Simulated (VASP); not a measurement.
Method: PBEsol GGA, VASP's PBE PAW potentials (set 64) (plane waves; VASP).

VASP ran on this input.

**POSCAR**
```
RuAl
1.0
  2.8378222092   0.0000000000   0.0000000000
 -1.4189111046   2.4576261840   0.0000000000
  0.0000000000   0.0000000000   7.8603250279
Ru Al
2 2
Cart
  0.0000000000   0.0000000000   7.8603250279
  0.0000000000   0.0000000000   3.9301625140
 -0.0000014189   1.6384182752   1.9650812570
  1.4189125235   0.8192079088   5.8952437709
```

### INCAR
```
ALGO=Normal
EDIFF=1E-6
EDIFFG=-0.02
ENCUT=400
GGA=PS
IBRION=2
ISIF=3
ISMEAR=1
LASPH=.True.
LCHARG=.False.
LMAXMIX=4
LREAL=.False.
LWAVE=.False.
NELM=100
NSW=60
PREC=Accurate
SIGMA=0.1
SYSTEM=RuAl
```

KPOINTS:
```
Automatic mesh
0
Gamma
11 11 4
0 0 0
```

POTCAR, in this order: Ru_pv Al (PBE.64 set). Program: vasp_std.

The resulting files:

**OSZICAR**
```
       N       E                     dE             d eps       ncg     rms          rms(c)
DAV:   1     0.233525643242E+03    0.23353E+03   -0.17056E+04  2336   0.130E+03
DAV:   2    -0.242198180562E+02   -0.25775E+03   -0.24861E+03  2221   0.382E+02
DAV:   3    -0.319623939946E+02   -0.77426E+01   -0.74925E+01  2417   0.632E+01
DAV:   4    -0.320655296365E+02   -0.10314E+00   -0.10306E+00  2437   0.710E+00
DAV:   5    -0.320674861051E+02   -0.19565E-02   -0.19563E-02  2428   0.938E-01    0.187E+01
DAV:   6    -0.306911169243E+02    0.13764E+01   -0.12040E+01  2181   0.278E+01    0.383E+00
DAV:   7    -0.303586886410E+02    0.33243E+00   -0.18455E+00  2136   0.105E+01    0.352E+00
DAV:   8    -0.302817883877E+02    0.76900E-01   -0.19869E-01  2191   0.392E+00    0.567E-01
DAV:   9    -0.302790058441E+02    0.27825E-02   -0.61229E-03  2588   0.502E-01    0.267E-01
DAV:  10    -0.302787382550E+02    0.26759E-03   -0.88226E-04  2211   0.273E-01    0.568E-02
DAV:  11    -0.302787204481E+02    0.17807E-04   -0.93566E-05  2425   0.846E-02    0.326E-02
DAV:  12    -0.302787189243E+02    0.15238E-05   -0.47640E-06  2333   0.129E-02    0.817E-03
DAV:  13    -0.302787189379E+02   -0.13646E-07   -0.40224E-07  1118   0.422E-03
   1 F= -.30278719E+02 E0= -.30278112E+02  d E =-.302787E+02
       N       E                     dE             d eps       ncg     rms          rms(c)
DAV:   1    -0.304447872676E+02   -0.16607E+00   -0.39512E+00  2086   0.159E+01    0.242E+00
DAV:   2    -0.303188573554E+02    0.12593E+00   -0.51039E-01  2166   0.557E+00    0.119E+00
DAV:   3    -0.302974307577E+02    0.21427E-01   -0.82852E-02  2176   0.232E+00    0.378E-01
DAV:   4    -0.302947614963E+02    0.26693E-02   -0.82114E-03  2697   0.621E-01    0.153E-01
DAV:   5    -0.302947617709E+02   -0.27463E-06   -0.35467E-04  2234   0.142E-01    0.983E-02
DAV:   6    -0.302947814518E+02   -0.19681E-04   -0.99760E-05  2794   0.594E-02    0.373E-02
DAV:   7    -0.302947819756E+02   -0.52378E-06   -0.88993E-06  2447   0.252E-02
   2 F= -.30294782E+02 E0= -.30294662E+02  d E =-.160630E-01
       N       E                     dE             d eps       ncg     rms          rms(c)
DAV:   1    -0.303533946848E+02   -0.58613E-01   -0.14592E+00  2096   0.972E+00    0.153E+00
DAV:   2    -0.303069713045E+02    0.46423E-01   -0.19720E-01  2166   0.356E+00    0.768E-01
DAV:   3    -0.302982498989E+02    0.87214E-02   -0.33129E-02  2176   0.148E+00    0.219E-01
DAV:   4    -0.302972916000E+02    0.95830E-03   -0.28432E-03  2712   0.355E-01    0.986E-02
DAV:   5    -0.302972720544E+02    0.19546E-04   -0.18188E-04  2364   0.107E-01    0.584E-02
DAV:   6    -0.302972801533E+02   -0.80989E-05   -0.39766E-05  2672   0.356E-02    0.210E-02
DAV:   7    -0.302972786650E+02    0.14883E-05   -0.74876E-06  2293   0.226E-02    0.286E-03
DAV:   8    -0.302972786500E+02    0.15013E-07   -0.28752E-07  1038   0.342E-03
   3 F= -.30297279E+02 E0= -.30297599E+02  d E =-.185597E-01
       N       E                     dE             d eps       ncg     rms          rms(c)
DAV:   1    -0.305971890403E+02   -0.29991E+00   -0.65192E+00  2071   0.253E+01    0.441E+00
DAV:   2    -0.303435517633E+02    0.25364E+00   -0.17654E+00  2156   0.116E+01    0.152E+00
DAV:   3    -0.302982576464E+02    0.45294E-01   -0.16136E-01  2121   0.303E+00    0.499E-01
DAV:   4    -0.302933472457E+02    0.49104E-02   -0.25677E-02  2357   0.120E+00    0.224E-01
DAV:   5    -0.302936034479E+02   -0.25620E-03   -0.13236E-03  2540   0.230E-01    0.140E-01
DAV:   6    -0.302936689350E+02   -0.65487E-04   -0.14107E-04  2269   0.675E-02    0.470E-02
DAV:   7    -0.302936705115E+02   -0.15765E-05   -0.23263E-05  2390   0.302E-02    0.396E-03
DAV:   8    -0.302936710249E+02   -0.51344E-06   -0.89472E-07  1514   0.639E-03
   4 F= -.30293671E+02 E0= -.30293783E+02  d E =0.360763E-02
       N       E                     dE             d eps       ncg     rms          rms(c)
DAV:   1    -0.304094167202E+02   -0.11575E+00   -0.23454E+00  2066   0.150E+01    0.285E+00
DAV:   2    -0.303168024647E+02    0.92614E-01   -0.60338E-01  2141   0.677E+00    0.929E-01
DAV:   3    -0.303021458917E+02    0.14657E-01   -0.48696E-02  2116   0.169E+00    0.326E-01
DAV:   4    -0.302998927094E+02    0.22532E-02   -0.11431E-02  2373   0.781E-01    0.159E-01
DAV:   5    -0.302999698247E+02   -0.77115E-04   -0.71324E-04  2252   0.190E-01    0.870E-02
DAV:   6    -0.303000225690E+02   -0.52744E-04   -0.22936E-04  2305   0.830E-02    0.224E-02
DAV:   7    -0.303000147165E+02    0.78525E-05   -0.28244E-05  2272   0.358E-02    0.781E-03
DAV:   8    -0.303000144662E+02    0.25038E-06   -0.97664E-07  1537   0.657E-03
   5 F= -.30300014E+02 E0= -.30300337E+02  d E =-.273582E-02
       N       E                     dE             d eps       ncg     rms          rms(c)
DAV:   1    -0.303096493011E+02   -0.96346E-02   -0.22276E-01  2106   0.402E+00    0.640E-01
DAV:   2    -0.303020206260E+02    0.76287E-02   -0.44560E-02  2146   0.172E+00    0.330E-01
DAV:   3    -0.303005874157E+02    0.14332E-02   -0.44418E-03  2156   0.542E-01    0.112E-01
DAV:   4    -0.303003175298E+02    0.26989E-03   -0.88979E-04  2630   0.209E-01    0.389E-02
DAV:   5    -0.303003178175E+02   -0.28767E-06   -0.31787E-05  2191   0.395E-02    0.318E-02
DAV:   6    -0.303003213422E+02   -0.35248E-05   -0.58251E-06  2418   0.145E-02    0.137E-02
DAV:   7    -0.303003200124E+02    0.13298E-05   -0.36663E-06  1956   0.156E-02    0.304E-03
DAV:   8    -0.303003200108E+02    0.16371E-08   -0.16659E-07  1008   0.338E-03
   6 F= -.30300320E+02 E0= -.30300656E+02  d E =-.305545E-03
       N       E                     dE             d eps       ncg     rms          rms(c)
DAV:   1    -0.303010642664E+02   -0.74425E-03   -0.16178E-02  2106   0.108E+00    0.180E-01
DAV:   2    -0.303004920407E+02    0.57223E-03   -0.34780E-03  2146   0.478E-01    0.918E-02
DAV:   3    -0.303003812435E+02    0.11080E-03   -0.38790E-04  2146   0.160E-01    0.276E-02
DAV:   4    -0.303003655289E+02    0.15715E-04   -0.51176E-05  2634   0.490E-02    0.936E-03
DAV:   5    -0.303003655891E+02   -0.60212E-07   -0.19415E-06  1644   0.105E-02
   7 F= -.30300366E+02 E0= -.30300705E+02  d E =-.351123E-03
```

OUTCAR:
```
------------------------ aborting loop because EDIFF is reached ----------------------------------------
  FORCE on cell =-STRESS in cart. coord.  units (eV):
  Direction    XX          YY          ZZ          XY          YZ          ZX
  --------------------------------------------------------------------------------------
  Total       -0.0205437     -0.0205437     -0.0126170     -0.0000000      0.0000000      0.0000000
  in kB       -0.5999553     -0.5999553     -0.3684642     -0.0000000      0.0000000      0.0000000
  external PRESSURE =      -0.5227916 kB  Pullay stress =       0.0000000 kB
  volume of cell :       54.86
      direct lattice vectors                 reciprocal lattice vectors
     2.872297903  0.000000000 -0.000000000     0.348153302  0.201006398 -0.000000000
    -1.436148952  2.487483013  0.000000000    -0.000000000  0.402012796 -0.000000000
     0.000000000  0.000000000  7.678572290     0.000000000  0.000000000  0.130232544
 POSITION                                       TOTAL-FORCE (eV/Angst)
 -----------------------------------------------------------------------------------
     -1.43615      2.48748      0.00000         0.000000      0.000000      0.000000
      0.00000      0.00000      3.83929         0.000000      0.000000      0.000000
     -0.00000      1.65832      1.91964         0.000000     -0.000000     -0.000000
      1.43615      0.82916      5.75893        -0.000000      0.000000      0.000000
 -----------------------------------------------------------------------------------
    total drift:                               -0.000000     -0.000000      0.000000
  FREE ENERGIE OF THE ION-ELECTRON SYSTEM (eV)
  ---------------------------------------------------
  free  energy   TOTEN  =       -30.3003655891 eV

  energy  without entropy=      -30.3013849453  energy(sigma->0) =      -30.30070537

 reached required accuracy - stopping structural energy minimisation
```
(Selected blocks of OUTCAR.)

### CONTCAR
```
RuAl
   1.00000000000000
     2.8722979032897507    0.0000000000000000   -0.0000000000000000
    -1.4361489516448753    2.4874830130699168    0.0000000000000000
     0.0000000000000000    0.0000000000000000    7.6785722895373532
  Ru              Al
     2     2
Direct
     0.0000000000000000    1.0000000000000000    0.0000000000000000
     0.0000000000000000    0.0000000000000000    0.5000000000000000
     0.3333330000000032    0.6666669999999968    0.2500000000000000
     0.6666669999999968    0.3333330000000032    0.7500000000000000
```

The structure was generated: RuAl was put into the NiAs type type (P6_3/mmc), which need not be its known phase. This run relaxes it. Symmetry was kept, so distortions that lower it aren't found. The start is the result of an earlier pass.
